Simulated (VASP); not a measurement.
InAs:

```
In As
1.0
     0.00000    3.01800    3.01800
     3.01800    0.00000    3.01800
     3.01800    3.01800    0.00000
In As
1 1
Direct
  0.00000 0.00000 0.00000
  0.25000 0.25000 0.25000
```

The cell was built by a generator and needn't be a form met in nature.

| Item | Value |
| --- | --- |
| Program | VASP 6.6.1 |
| Task | relaxation of cell and atoms |
| Functional | PBEsol |
| Potentials or basis | VASP PAW PBE potentials, release 64 (In_d, As) |
| Cutoff | 600 eV |
| k mesh | 10 × 10 × 10 |
| Occupations | gaussian, width 0.03 eV |
| Spin | no spin polarisation |

At the start: pressure 1.6 GPa; volume 27.49 Å³/atom.

Task: How do energy, volume and symmetry change on relaxing?

Result: Over 3 steps the energy falls by 3.7 meV/atom and the volume is 28.25 Å³/atom (+2.8 %); space group F-43m (No. 216, to 0.05 Å).

Step by step:
```tsv
step	energy change (eV)	largest force (eV/Å)	pressure (GPa)	volume (Å³)
1	0.0000	0.0000	1.62	54.98
2	-0.0059	0.0000	-0.70	57.21
3	-0.0075	0.0000	0.01	56.49
```

Final structure:
```cif
data_structure
_symmetry_space_group_name_H-M 'P 1'
_symmetry_Int_Tables_number 1
_cell_length_a 4.3069
_cell_length_b 4.3069
_cell_length_c 4.3069
_cell_angle_alpha 60.000
_cell_angle_beta 60.000
_cell_angle_gamma 60.000
_cell_volume 56.49
loop_
_atom_site_label
_atom_site_type_symbol
_atom_site_fract_x
_atom_site_fract_y
_atom_site_fract_z
_atom_site_occupancy
In1 In 0.00000 0.00000 0.00000 1
As1 As 0.25000 0.25000 0.25000 1
```

Caveat: the PAW data sets were made with another functional, which shifts forces and pressure a little.
